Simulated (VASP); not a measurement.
Consider the following.

```
CELL_PARAMETERS angstrom
      0.00000     2.82915     2.82915
      2.82915     0.00000     2.82915
      2.82915     2.82915     0.00000
ATOMIC_POSITIONS crystal
  Zn 0.00000 0.00000 0.00000
  Se 0.25000 0.25000 0.25000
```

Method: revTPSS meta-GGA, VASP's PBE PAW potentials (set 64) (plane waves; VASP 6.6.1). Settings: 520 eV cut-off, 8×8×8 Γ-centred mesh, Gaussian smearing of 0.050 eV, potentials Zn Se.

### Question
Predict the energy per atom (σ→0), band gap (on the k-mesh) with the smallest direct gap where there is one.

### Answer

The band gap (on the k-mesh) is 1.51 eV and the smallest direct gap (on the k-mesh) is 1.51 eV. The energy per atom (σ→0) is 3.281 eV/atom.

Total energies compare only between runs with the same potentials, cut-off and functional.

The compound is ZnSe in the zinc blende structure. It was relaxed first.
